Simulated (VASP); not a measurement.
# Sr2NiWO6 with r2SCAN: from relaxation to properties, part 7 of 7

Wanted: the relaxed cell of Sr2NiWO6 and its properties. The start is a cell from a database of measured crystal structures.

VASP 6.6.1, plane waves and PAW; the level of theory is named at each step.

Still holding for the runs below: The magnetic state follows from one typed start and may not be the lowest. Experiment finds antiferromagnetic order in this phase (a transition is listed at 56 K, arxiv:2303.14370), so this ferromagnetic run describes another state. The valence top and the conduction bottom belong to opposite spins.

So far, gap on the k-mesh (eV): step 3 (relaxing cell and atoms (r2SCAN)) 2.18; step 6 (density of states (r2SCAN)) 2.21; step 7 (volume scan with r2SCAN) 2.13; step 8 (volume scan with r2SCAN (run 2)) 2.15.

## (12) Volume scan with r2SCAN (run 6)

Level of this step: r2SCAN, spin-polarised from a ferromagnetic start; plane waves and PAW (Sr_sv, Ni, W, O) (VASP).

File INCAR:

```
SYSTEM = Sr2NiWO6
PREC = Accurate
ENCUT = 520
EDIFF = 1E-06
NELM = 100
ISMEAR = 0
SIGMA = 0.05
LREAL = .FALSE.
ALGO = Normal
METAGGA = R2SCAN
LASPH = .TRUE.
NBANDS = 53
ISPIN = 2
MAGMOM = -0.002 -0.002 1.685 0.064 0.046 0.046 0.046 0.046 0.045 0.045
LMAXMIX = 4
LORBIT = 11
LWAVE = .FALSE.
LCHARG = .FALSE.
KPAR = 8
ISIF = 2
```

File POSCAR:

```
Sr2NiWO6
1.0
   -2.8115541057      2.8115567090      4.0265872771
    2.8115541057     -2.8115567090      4.0265872771
    2.8115567090      2.8115541057     -4.0265872771
Sr Ni W O
2 1 1 6
Direct
    0.7500000000      0.2500000000      0.5000000000
    0.2500000000      0.7500000000      0.5000000000
    0.0000000000      0.0000000000      0.0000000000
    0.5000000000      0.5000000000      0.0000000000
    0.2241369928      0.2914338586      0.5155708514
    0.2914338586      0.7758630072      0.0672968658
    0.7758630072      0.7085661414      0.4844291486
    0.7085661414      0.2241369928      0.9327031342
    0.2580131857      0.2580131857      0.0000000000
    0.7419868143      0.7419868143      0.0000000000
```

File KPOINTS:

```
Automatic mesh
0
Gamma
6 6 6
0 0 0
```

The projector-augmented-wave data sets are Sr_sv, Ni, W and O (PBE family, release 64).

The run is started by

```console
$ mpirun -np 8 vasp_std
```

The program printed:

```text
[... set-up lines as in an earlier step ...]
 entering main loop
       N       E                     dE             d eps       ncg     rms          rms(c)
DAV:   1     0.557000741076E+03    0.55700E+03   -0.35216E+04  7632   0.141E+03
DAV:   2    -0.110455103345E+03   -0.66746E+03   -0.61864E+03  8258   0.388E+02
DAV:   3    -0.187154474392E+03   -0.76699E+02   -0.74367E+02  9864   0.137E+02
DAV:   4    -0.190851048051E+03   -0.36966E+01   -0.36485E+01 12019   0.258E+01
[...]
DAV:  14    -0.155517982425E+03   -0.56254E-04   -0.11393E-04 10488   0.860E-02    0.379E-02
DAV:  15    -0.155517992343E+03   -0.99177E-05   -0.15382E-05 11590   0.346E-02    0.126E-02
DAV:  16    -0.155517991623E+03    0.71974E-06   -0.38255E-06  8478   0.209E-02
   1 F= -.15551799E+03 E0= -.15551799E+03  d E =-.186729E-11  mag=     2.0000
```

Run time: 5.9 min. Hardware: 8 MPI ranks of Intel Xeon Platinum 8259CL at 2.50GHz (Skylake/Cascade Lake), shared host; peak memory 4.8 GiB; 47 min of CPU time.

OUTCAR, selected parts (step 12):

```text
  Total       -5.5129915     -5.5129915     -5.7264530     -0.0000295      0.0000000      0.0000000
  in kB      -69.3757197    -69.3757197    -72.0619285     -0.0003707      0.0000000      0.0000000
  external PRESSURE =     -70.2711227 kB  Pullay stress =       0.0000000 kB

 POSITION                                       TOTAL-FORCE (eV/Angst)
 -----------------------------------------------------------------------------------
      0.00000      2.81156      2.01329        -0.000000     -0.000000      0.000000
      2.81156     -0.00000      2.01329        -0.000000     -0.000000      0.000000
      0.00000      0.00000      0.00000        -0.000000     -0.000000      0.000000
      0.00000      0.00000      4.02659        -0.000000     -0.000000      0.000000
      1.63877      1.26035      0.00000         0.330893      0.403784     -0.000000
      1.55121     -1.17279      4.02659        -0.403784      0.330893      0.000000
      1.17279      1.55121      4.02659        -0.330893     -0.403784     -0.000000
      1.26035      3.98435     -0.00000         0.403784     -0.330893      0.000000
      0.00000      0.00000      2.07783        -0.000000     -0.000000      0.522620
      0.00000      0.00000      5.97535        -0.000000     -0.000000     -0.522620
 -----------------------------------------------------------------------------------
    total drift:                                0.000000      0.000000      0.000000

  FREE ENERGIE OF THE ION-ELECTRON SYSTEM (eV)
  ---------------------------------------------------
  free  energy   TOTEN  =      -155.5179916233 eV

  energy  without entropy=     -155.5179916233  energy(sigma->0) =     -155.51799162

 magnetization (x)
# of ion       s       p       d       tot
------------------------------------------
    1       -0.000  -0.000  -0.001  -0.002
    2       -0.000  -0.000  -0.001  -0.002
    3        0.005   0.003   1.684   1.693
    4        0.012   0.022   0.028   0.062
    5        0.006   0.038   0.000   0.044
    6        0.006   0.038   0.000   0.044
    7        0.006   0.038   0.000   0.044
    8        0.006   0.038   0.000   0.044
    9        0.006   0.037   0.000   0.043
   10        0.006   0.037   0.000   0.043
--------------------------------------------------
tot          0.054   0.252   1.709   2.015

[... 1 part as in an earlier step ...]

[... 2 further parts left out ...]
[key lines of the parts left out:]
E-fermi :   3.4836
```

The pressure falls from -3.73 to -7.03 GPa.

The run ends at a pressure of -7.03 GPa, with forces up to 0.52 eV/Å.

## (13) Volume scan with r2SCAN (run 7)

A prediction first. A least-squares parabola for the 6 pressures of evenly scaled cells so far, P = -0.05 -195.4 t +455 t² GPa with t = ln(V/V₁) and V₁ the volume at scale 1, gives -9.89 GPa at t = +0.0583.

INCAR is that of step 12.

Changes to POSCAR since step 12:

```diff
@@ -2,5 +2,5 @@
 1.0
-   -2.8115541057      2.8115567090      4.0265872771
-    2.8115541057     -2.8115567090      4.0265872771
-    2.8115567090      2.8115541057     -4.0265872771
+   -2.8294625764      2.8294651963      4.0522350213
+    2.8294625764     -2.8294651963      4.0522350213
+    2.8294651963      2.8294625764     -4.0522350213
 Sr Ni W O
```

KPOINTS is that of step 12.

The run is started by

```console
$ mpirun -np 8 vasp_std
```

The program printed:

```text
[... set-up lines as in an earlier step ...]
 entering main loop
       N       E                     dE             d eps       ncg     rms          rms(c)
DAV:   1     0.552936156102E+03    0.55294E+03   -0.35069E+04  7632   0.140E+03
DAV:   2    -0.110712678985E+03   -0.66365E+03   -0.61475E+03  8277   0.385E+02
DAV:   3    -0.187050760582E+03   -0.76338E+02   -0.74031E+02  9692   0.137E+02
DAV:   4    -0.190901078689E+03   -0.38503E+01   -0.37943E+01 12051   0.262E+01
[...]
DAV:  14    -0.155390683136E+03   -0.73289E-04   -0.14074E-04 11133   0.936E-02    0.348E-02
DAV:  15    -0.155390692996E+03   -0.98600E-05   -0.21354E-05 11500   0.477E-02    0.131E-02
DAV:  16    -0.155390693735E+03   -0.73945E-06   -0.52614E-06  9290   0.186E-02
   1 F= -.15539069E+03 E0= -.15539069E+03  d E =-.329282E-17  mag=     2.0000
```

Elapsed: 5 min, on 8 MPI ranks; peak memory 4.8 GiB; 39 min of CPU time.

From OUTCAR (step 13):

```text
  Total       -7.9878232     -7.9878232     -8.2708879     -0.0000314      0.0000000     -0.0000000
  in kB      -98.6225212    -98.6225212   -102.1174092     -0.0003877      0.0000000     -0.0000000
  external PRESSURE =     -99.7874838 kB  Pullay stress =       0.0000000 kB

 POSITION                                       TOTAL-FORCE (eV/Angst)
 -----------------------------------------------------------------------------------
      0.00000      2.82946      2.02612         0.000000     -0.000000      0.000000
      2.82946     -0.00000      2.02612         0.000000     -0.000000      0.000000
      0.00000      0.00000      0.00000         0.000000     -0.000000      0.000000
      0.00000      0.00000      4.05224         0.000000     -0.000000      0.000000
      1.64920      1.26837      0.00000         0.476220      0.581787     -0.000000
      1.56109     -1.18026      4.05224        -0.581787      0.476220      0.000000
      1.18026      1.56109      4.05224        -0.476220     -0.581787      0.000000
      1.26838      4.00972      0.00000         0.581787     -0.476220     -0.000000
      0.00000      0.00000      2.09106         0.000000     -0.000000      0.754171
      0.00000      0.00000      6.01341         0.000000     -0.000000     -0.754171
 -----------------------------------------------------------------------------------
    total drift:                                0.000000      0.000000      0.000000

  FREE ENERGIE OF THE ION-ELECTRON SYSTEM (eV)
  ---------------------------------------------------
  free  energy   TOTEN  =      -155.3906937352 eV

  energy  without entropy=     -155.3906937352  energy(sigma->0) =     -155.39069374

 magnetization (x)
# of ion       s       p       d       tot
------------------------------------------
    1       -0.000  -0.000  -0.001  -0.002
    2       -0.000  -0.000  -0.001  -0.002
    3        0.006   0.004   1.688   1.697
    4        0.011   0.022   0.028   0.061
    5        0.006   0.038   0.000   0.044
    6        0.006   0.038   0.000   0.044
    7        0.006   0.038   0.000   0.044
    8        0.006   0.038   0.000   0.044
    9        0.006   0.036   0.000   0.042
   10        0.006   0.036   0.000   0.042
--------------------------------------------------
tot          0.053   0.248   1.713   2.014

[... 1 part as in an earlier step ...]

[... 2 further parts left out ...]
[key lines of the parts left out:]
E-fermi :   3.3274
```

The pressure falls from -7.03 to -9.98 GPa. The parabola predicted -9.89 GPa, +0.08 GPa off.

## (14) Comparing the runs

Times are for 8 MPI ranks of Intel Xeon Platinum 8259CL at 2.50GHz (Skylake/Cascade Lake), shared host. Results by setting:

```
no.  volume scale  energy above the lowest point (meV/atom)  pressure (GPa)  gap on the k-mesh (eV)     time  memory (GiB)
  1          0.94                                     30.82           13.79                   2.132  5.1 min           4.7
  2          0.96                                     13.37           8.670                   2.151    5 min           4.6
  3          0.98                                      3.35           4.076                   2.166  5.6 min           4.7
  4             1                                         0        -0.04000                   2.178  6.2 min           4.7
  5          1.02                                      2.61          -3.725                   2.187  6.1 min           4.8
  6          1.04                                     10.56          -7.027                   2.193  5.9 min           4.8
  7          1.06                                     23.29          -9.979                   2.196    5 min           4.8
```

## (15) Fit for r2SCAN

This step: Birch-Murnaghan fit, r2SCAN; plane waves and PAW (VASP 6.6.1).

Derived from the runs above.

This step gave:

```
pressure derivative of the bulk modulus : 4.528
r.m.s. error of the fit                 : 1.37e-6 eV/atom
minimum inside the sampled range        : yes
bulk modulus                            : 194.1 GPa
equilibrium volume of the fit           : 12.25 Å³/atom
```

The energy above the fitted minimum by volume:

```
volume (Å³/atom)  energy above the fitted minimum (eV/atom)
          11.508                                     0.0308
          11.752                                     0.0134
          11.997                                    0.00336
          12.242                                     5.6e-6
          12.487                                    0.00262
          12.732                                     0.0106
          12.977                                     0.0233
```

The fit over cells of fixed shape and fractional positions puts the volume +0.09 % from the relaxed one. The atoms bear forces along the scan, since they were held; freeing them would lower the modulus.

## (16) Zone-centre phonons (r2SCAN)

This step: r2SCAN, spin-polarised from a ferromagnetic start; plane waves and PAW (Sr_sv, Ni, W, O) (VASP 6.6.1).

Zone-centre modes test whether the atoms sit at a minimum within this cell. IBRION = 6 takes the force constants from differences of forces between displaced cells, so the forces must be tight.

Changes to INCAR since step 13:

```diff
@@ -3,3 +3,3 @@
 ENCUT = 520
-EDIFF = 1E-06
+EDIFF = 1E-08
 NELM = 100
@@ -19,2 +19,6 @@
 KPAR = 8
+IBRION = 6
+NFREE = 2
+POTIM = 0.015
 ISIF = 2
+NSW = 1
```

Changes to POSCAR since step 13:

```diff
@@ -2,5 +2,5 @@
 1.0
-   -2.8294625764      2.8294651963      4.0522350213
-    2.8294625764     -2.8294651963      4.0522350213
-    2.8294651963      2.8294625764     -4.0522350213
+   -2.7750362826      2.7750388521      3.9742880162
+    2.7750362826     -2.7750388521      3.9742880162
+    2.7750388521      2.7750362826     -3.9742880162
 Sr Ni W O
```

KPOINTS is that of step 13.

The run is started by

```console
$ mpirun -np 8 vasp_std
```

The program printed:

```text
[... set-up lines as in an earlier step ...]
 entering main loop
       N       E                     dE             d eps       ncg     rms          rms(c)
[... 14 cycles as in an earlier step ...]
DAV:  15    -0.155623606222E+03   -0.70032E-05   -0.97591E-06 10891   0.245E-02    0.108E-02
DAV:  16    -0.155623604456E+03    0.17658E-05   -0.29611E-06 11449   0.189E-02    0.577E-03
DAV:  17    -0.155623604446E+03    0.10538E-07   -0.68660E-07 10576   0.461E-03    0.237E-03
DAV:  18    -0.155623604406E+03    0.40111E-07   -0.13104E-07 11702   0.270E-03    0.129E-03
DAV:  19    -0.155623604405E+03    0.27740E-09   -0.43454E-08  6475   0.132E-03
   1 F= -.15562360E+03 E0= -.15562360E+03  d E =-.124574E-13  mag=     2.0000
 Found    11 degrees of freedom:
 Finite differences POTIM= 0.01500 DOF=  11
[...]
N       E                     dE             d eps       ncg     rms          rms(c)
DAV:   1    -0.155620686060E+03    0.29183E-02   -0.23112E-01 23840   0.212E+00    0.335E-01
DAV:   2    -0.155623065496E+03   -0.23794E-02   -0.13342E-02 25993   0.496E-01    0.169E-01
DAV:   3    -0.155623040687E+03    0.24809E-04   -0.30811E-04 34744   0.665E-02    0.782E-02
DAV:   4    -0.155623042125E+03   -0.14376E-05   -0.37928E-05 29060   0.308E-02    0.133E-02
DAV:   5    -0.155623043195E+03   -0.10701E-05   -0.74293E-06 32182   0.109E-02    0.583E-03
DAV:   6    -0.155623043301E+03   -0.10593E-06   -0.68213E-07 33610   0.435E-03    0.343E-03
DAV:   7    -0.155623043417E+03   -0.11677E-06   -0.16505E-07 30514   0.222E-03    0.130E-03
DAV:   8    -0.155623043440E+03   -0.22424E-07   -0.31261E-08 22923   0.121E-03    0.521E-04
DAV:   9    -0.155623043446E+03   -0.62619E-08   -0.87257E-09 14707   0.477E-04
   2 F= -.15562304E+03 E0= -.15562304E+03  d E =-.124748E-13  mag=     2.0000
 Finite differences progress:
  Degree of freedom:   1/ 11
  Displacement:        1/  2
  Total:               1/ 22
[...]
N       E                     dE             d eps       ncg     rms          rms(c)
DAV:   1    -0.155615219917E+03    0.78235E-02   -0.51461E-01 23830   0.291E+00    0.653E-01
DAV:   2    -0.155623192265E+03   -0.79723E-02   -0.38059E-02 25482   0.823E-01    0.326E-01
DAV:   3    -0.155623026291E+03    0.16597E-03   -0.93177E-04 30909   0.128E-01    0.132E-01
DAV:   4    -0.155623039841E+03   -0.13550E-04   -0.26878E-04 31175   0.605E-02    0.206E-02
DAV:   5    -0.155623042235E+03   -0.23946E-05   -0.18945E-05 31244   0.206E-02    0.117E-02
DAV:   6    -0.155623042841E+03   -0.60596E-06   -0.24457E-06 32250   0.883E-03    0.685E-03
DAV:   7    -0.155623043269E+03   -0.42711E-06   -0.57173E-07 28492   0.415E-03    0.263E-03
 hard stop encountered!  aborting job ...
 -----------------------------------------------------------------------------
|                                                                             |
|           W    W    AA    RRRRR   N    N  II  N    N   GGGG   !!!           |
|           W    W   A  A   R    R  NN   N  II  NN   N  G    G  !!!           |
|           W    W  A    A  R    R  N N  N  II  N N  N  G       !!!           |
|           W WW W  AAAAAA  RRRRR   N  N N  II  N  N N  G  GGG   !            |
|           WW  WW  A    A  R   R   N   NN  II  N   NN  G    G                |
|           W    W  A    A  R    R  N    N  II  N    N   GGGG   !!!           |
|                                                                             |
|     The electronic self-consistency was not achieved in the given           |
|     number of steps (NELM). The forces and other quantities evaluated       |
|     might not be reliable so examine the results carefully. If you find     |
|     spurious results, we suggest increasing NELM, if you were close to      |
|     convergence or switching to a different ALGO or adjusting the           |
|     density mixing parameters otherwise.                                    |
|                                                                             |
 -----------------------------------------------------------------------------

 soft stop encountered!  aborting job ...
```

Run time: 19 min. Hardware: 8 MPI ranks.

The run was stopped at its time limit, by a STOPCAR file.

More ranks or a longer limit might have been enough; this was not tried.

## (17) What came out

```yaml
relaxed_volume: 12.24 Å³/atom
relaxed_conventional_cell_a_b_c: 5.550, 5.550, 7.949 Å
space_group_after_relaxing_within_0p02_a: I4/m (No. 87)
moment_of_the_cell_6x6x6_mesh: 2 μB
largest_site_moment_6x6x6_mesh: 1.69 μB on Ni3
band_gap: 2.18 eV, between opposite spins
gap_among_the_points_of_the_dos_mesh_alone_an_upper_bound: 2.21 eV
bulk_modulus_from_the_fit: 194 GPa
volume_from_the_fit: 12.3 Å³/atom
```

With r2SCAN, Sr2NiWO6 relaxes to 12.24 Å³/atom in space group I4/m, has a gap of 2.18 eV between states of opposite spin, keeps moments of up to 1.69 μB (6×6×6 mesh) and has a bulk modulus of 194 GPa at fixed shape and positions, an upper bound. Against the listed cell the volume lies +0.2 % (a -0.1 %, c +0.4 %). Not obtained: zone-centre phonons (r2SCAN), because the run hit its time limit. Bands along the symmetry lines (r2SCAN), spin up: On this path the gap is indirect, 2.63 eV, with the valence top at N and the conduction bottom at X. The least direct gap is 2.78 eV. Bands along the symmetry lines (r2SCAN), spin down: On this path the gap is indirect, 2.31 eV, with the valence top at X and the conduction bottom at Z. The least direct gap is 2.32 eV. Spin-orbit coupling is left out, and with elements this heavy it would split and shift bands near the edges, and it can change the kind of a small gap. Only the typed magnetic starts were tried, so the magnetic ground state may differ and with it the other results. Only ferromagnetic starts were used, while the crystal orders antiferromagnetically, so what depends on the order belongs to another state. No search among competing phases was made, and a listed structure need not be the one stable at ambient conditions. All values are for a static lattice at zero temperature.

[Lines on the potential files, build, host, timing and source positions are cut from VASP's logs without a mark.]

[Logs are printed without paths, hosts, clocks, repeated set-up lines and the standing remarks that a program may print on its own settings, such as how far it seeks lower states.]

[Hosts, paths, dates, database ids (printed as entryN), source tags and the programs' standing remarks are cut or masked in the printed files.]

[A measured line is paired with the nearest computed mode of its activity, which favours agreement.]

[In band tables of VASP the shares of atoms and orbitals are scaled to a sum of 1 inside the atoms' spheres.]
